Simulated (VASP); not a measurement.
# How biaxial strain in the (111) plane changes AlCo (Pm-3m)

Wanted: the elastic response of AlCo to biaxial strain in the (111) plane, with a fit that predicts a row left out.

Program: VASP 6.6.1. Level of theory: PBEsol, no spin polarisation; plane waves and PAW (Co, Al); cell typed or built by script, in the first sound run; inputs show where later runs differ. Results are calculated unless marked as measured.

### 1. The starting structure

It takes space group Pm-3m (No. 221, cubic). The conventional cell has a = 2.862 Å, b = 2.862 Å, c = 2.862 Å, α = 90.00°, β = 90.00°, γ = 90.00°. Nearest to Co lie 8 Al at 2.48 Å. Nearest to Al lie 8 Co at 2.48 Å. Farther neighbours are not listed.

### 2. Relax the crystal, PBEsol

The series starts from the cell that this level prefers, so that zero strain is near zero stress.

This step took 2 runs in a row; the last is shown.

Level: PBEsol, no spin polarisation; plane waves and PAW (Co, Al); cell typed or built by script.

Contents of INCAR:

```
SYSTEM = AlCo
PREC = Accurate
ENCUT = 450
EDIFF = 1E-07
NELM = 120
ISMEAR = 1
SIGMA = 0.15
LREAL = .FALSE.
ALGO = Normal
GGA = PS
NBANDS = 12
LASPH = .TRUE.
LORBIT = 11
LWAVE = .FALSE.
LCHARG = .FALSE.
KPAR = 8
IBRION = 2
NSW = 40
ISIF = 3
EDIFFG = -0.005
POTIM = 0.4
```

Contents of POSCAR:

```
AlCo
1.0
    2.8224832103      0.0000000000      0.0000000000
    0.0000000000      2.8224832103      0.0000000000
    0.0000000000      0.0000000000      2.8224832103
Co Al
1 1
Direct
    0.0000000000      0.0000000000      0.0000000000
    0.5000000000      0.5000000000      0.5000000000
```

Contents of KPOINTS:

```
Automatic mesh
0
Gamma
17 17 17
0 0 0
```

Potentials, in the order of the species: Co and Al (PBE family, release 64).

Started as:

```
$ mpirun -np 8 vasp_std
```

Log:

```text
[banner, memory and clock lines left out]
running    8 mpi-ranks, on    1 nodes
[...]
|                                                                             |
|           W    W    AA    RRRRR   N    N  II  N    N   GGGG   !!!           |
|           W    W   A  A   R    R  NN   N  II  NN   N  G    G  !!!           |
|           W    W  A    A  R    R  N N  N  II  N N  N  G       !!!           |
|           W WW W  AAAAAA  RRRRR   N  N N  II  N  N N  G  GGG   !            |
|           WW  WW  A    A  R   R   N   NN  II  N   NN  G    G                |
|           W    W  A    A  R    R  N    N  II  N    N   GGGG   !!!           |
|                                                                             |
|     For optimal performance we recommend to set                             |
|       NCORE = 2 up to number-of-cores-per-socket                            |
|     NCORE specifies how many cores store one orbital (NPAR=cpu/NCORE).      |
|     This setting can greatly improve the performance of VASP for DFT.       |
[...]
|     You enforced a specific xc type in the INCAR file but a different       |
|     [... a line on the potential file left out ...]
|     I HOPE YOU KNOW WHAT YOU ARE DOING!                                     |
|                                                                             |

 LDA part: xc-table for (Slater+PW92), standard interpolation
 POSCAR, INCAR and KPOINTS ok, starting setup
[...]
entering main loop
       N       E                     dE             d eps       ncg     rms          rms(c)
DAV:   1     0.337421631515E+02    0.33742E+02   -0.47769E+03  4000   0.938E+02
DAV:   2    -0.135789694854E+02   -0.47321E+02   -0.43698E+02  4100   0.171E+02
DAV:   3    -0.149819774637E+02   -0.14030E+01   -0.13930E+01  4796   0.358E+01
DAV:   4    -0.150038783567E+02   -0.21901E-01   -0.21894E-01  4500   0.404E+00
[...]
DAV:  11    -0.130812698631E+02    0.20989E-04   -0.25878E-05  4932   0.504E-02    0.107E-02
DAV:  12    -0.130812695183E+02    0.34478E-06   -0.83690E-07  5056   0.975E-03    0.500E-03
DAV:  13    -0.130812695283E+02   -0.99346E-08   -0.14912E-07  3312   0.260E-03
   1 F= -.13081270E+02 E0= -.13082005E+02  d E =-.130813E+02
[...]
reached required accuracy - stopping structural energy minimisation
```

It took 8.8 s on 8 MPI ranks of AMD EPYC 7R43, shared host; peak memory 0.97 GiB.

Lines that name or quote the potential files are left out of all logs, and their timing lines are given in words.

From OUTCAR (step 2):

```text
  Total       -0.0049179     -0.0049179     -0.0049179      0.0000000      0.0000000      0.0000000
  in kB       -0.3504286     -0.3504286     -0.3504286      0.0000000      0.0000000      0.0000000
  external PRESSURE =      -0.3504286 kB  Pullay stress =       0.0000000 kB

 POSITION                                       TOTAL-FORCE (eV/Angst)
 -----------------------------------------------------------------------------------
      0.00000      0.00000      0.00000         0.000000      0.000000      0.000000
      1.41124      1.41124      1.41124         0.000000      0.000000      0.000000
 -----------------------------------------------------------------------------------
    total drift:                               -0.000000      0.000000     -0.000000

  FREE ENERGIE OF THE ION-ELECTRON SYSTEM (eV)
  ---------------------------------------------------
  free  energy   TOTEN  =       -13.0812695283 eV

  energy  without entropy=      -13.0834760189  energy(sigma->0) =      -13.08200503

 reached required accuracy - stopping structural energy minimisation

[... 3 further parts left out ...]
[key lines of the parts left out:]
E-fermi :  10.8507
```

This run gave:

| Quantity | Value |
| --- | --- |
| energy(sigma→0) of the program | -13.0820 eV |
| stress, compression positive | -0.04 along [111], -0.04 across it (mean), GPa |
| volume | 22.485 Å³ |
| ionic steps | 1 |

### 3. Strain along the normal, PBEsol

One member in full: the plane is strained by -2 %, and the strain along the normal is moved by secant steps until the normal stress is under 0.012 GPa or five steps are spent; the atoms relax at each step.

This step took 3 runs, each at a new trial strain with the atoms of the one before; the last is shown.

Level: PBEsol, no spin polarisation; plane waves and PAW (Co, Al); cell typed or built by script.

INCAR, as its differences from that of step 2:

```diff
@@ -15,7 +15,7 @@
 LCHARG = .FALSE.
-KPAR = 8
-IBRION = 2
-NSW = 40
-ISIF = 3
-EDIFFG = -0.005
-POTIM = 0.4
+KPAR = 2
+IBRION = 1
+NSW = 25
+ISIF = 2
+EDIFFG = -0.004
+POTIM = 0.3
```

Contents of POSCAR:

```
AlCo
1.0
    2.7944968910      0.0284633450      0.0284633450
    0.0284633450      2.7944968910      0.0284633450
    0.0284633450      0.0284633450      2.7944968910
Co Al
1 1
Direct
    0.0000000000      0.0000000000      0.0000000000
    0.5000000000      0.5000000000      0.5000000000
```

KPOINTS is that of step 2.

Started as:

```
$ mpirun -np 2 vasp_std
```

Log:

```text
[banner, memory and clock lines left out]
running    2 mpi-ranks, on    1 nodes
[...]
[... a notice as in an earlier step ...]

 LDA part: xc-table for (Slater+PW92), standard interpolation
 POSCAR, INCAR and KPOINTS ok, starting setup
[...]
entering main loop
       N       E                     dE             d eps       ncg     rms          rms(c)
DAV:   1     0.337642907905E+02    0.33764E+02   -0.48339E+03 11996   0.954E+02
DAV:   2    -0.135483311062E+02   -0.47313E+02   -0.43535E+02 12164   0.172E+02
DAV:   3    -0.149645817456E+02   -0.14163E+01   -0.14065E+01 14100   0.361E+01
DAV:   4    -0.149868328294E+02   -0.22251E-01   -0.22245E-01 13460   0.407E+00
[...]
DAV:  11    -0.130547676689E+02    0.23503E-04   -0.27455E-05 14816   0.523E-02    0.818E-03
DAV:  12    -0.130547673164E+02    0.35252E-06   -0.10319E-06 14328   0.983E-03    0.454E-03
DAV:  13    -0.130547673246E+02   -0.82533E-08   -0.12123E-07  8424   0.266E-03
   1 F= -.13054767E+02 E0= -.13055424E+02  d E =-.130548E+02
 BRION: g(F)=  0.264E-62 g(S)=  0.000E+00
 reached required accuracy - stopping structural energy minimisation
```

Run time: 67 s. Hardware: 2 MPI ranks; peak memory 0.36 GiB; 2.2 min of CPU time.

From OUTCAR (step 3):

```text
  Total        0.8738752      0.8738752      0.8738752     -0.4369406     -0.4369406     -0.4369406
  in kB       64.1775821     64.1775821     64.1775821    -32.0890148    -32.0890148    -32.0890148
  external PRESSURE =      64.1775821 kB  Pullay stress =       0.0000000 kB

 POSITION                                       TOTAL-FORCE (eV/Angst)
 -----------------------------------------------------------------------------------
      0.00000      0.00000      0.00000        -0.000000     -0.000000      0.000000
      1.42571      1.42571      1.42571         0.000000      0.000000      0.000000
 -----------------------------------------------------------------------------------
    total drift:                               -0.000000      0.000000     -0.000000

  FREE ENERGIE OF THE ION-ELECTRON SYSTEM (eV)
  ---------------------------------------------------
  free  energy   TOTEN  =       -13.0547673246 eV

  energy  without entropy=      -13.0567386620  energy(sigma->0) =      -13.05542444

[... 1 part as in an earlier step ...]

[... 3 further parts left out ...]
[key lines of the parts left out:]
E-fermi :  11.2719
```

Read from the output:

- energy(sigma→0) of the program: -13.0554 eV
- stress, compression positive: 0.00 along [111], 9.63 across it (mean), GPa
- ionic steps: 1

### 4. The whole series

The other members went through these steps as far as the tables show, with the same cutoff and, step by step, the same mesh; 26 runs are not shown. The session took 0.81 core hours (wall time by ranks) on a shared machine.

| in-plane strain (%) | strain along the normal (%) | in-plane stress, tension positive (GPa) | energy above the unstrained row, extrapolated to no smearing (meV/atom) |
| --- | --- | --- | --- |
| -2.000 | 1.025 | -9.627 | 13.290 |
| -1.500 | 0.739 | -7.091 | 7.426 |
| -1.000 | 0.476 | -4.632 | 3.286 |
| -0.500 | 0.226 | -2.260 | 0.828 |
| 0 | -0.009 | 0.027 | 0.000 |
| 0.500 | -0.231 | ? | ? |
| 1.000 | -0.443 | 4.334 | 3.028 |
| 1.500 | -0.644 | 6.351 | 6.775 |
| 2.000 | -0.836 | 8.278 | 11.934 |

### 5. Stress from the known rows

Fitting a parabola to the 8 known rows (e: strain in %) gives stress = − 0.1750 e² + 4.479 e + 0.02520 in GPa; the residuals are 0.0038 GPa r.m.s.

For the withheld row, e = 0.5, the fit gives 2.221 GPa.

### 6. Checking the prediction

The calculation gives 2.225 GPa, so the prediction is 0.004 GPa too low.

Slopes at zero strain, from cubics through all rows: strain ratio -0.457, stress over strain 449 GPa.

### 7. Summary of results

```json
{
  "error of the predicted stress": "-0.004 GPa",
  "ratio of normal to in-plane strain": "-0.457",
  "biaxial modulus": "449 GPa"
}
```

In words: As a check, the curvature of the energy gives 450 GPa for the same modulus (energy per volume = M × strain²), 0 % from the slope of the stress. These are static values: temperature and zero-point motion are left out. In a metal the slopes also depend on mesh and smearing, which were held through the series.

[Lines on the potential files, build, host, timing and source positions are cut from VASP's logs without a mark.]

[Logs are printed without paths, hosts, clocks, repeated set-up lines and the standing remarks that a program may print on its own settings, such as how far it seeks lower states.]

[Hosts, paths, dates, database ids (printed as entryN), source tags and the programs' standing remarks are cut or masked in the printed files.]

[In band tables of VASP the shares of atoms and orbitals are scaled to a sum of 1 inside the atoms' spheres.]
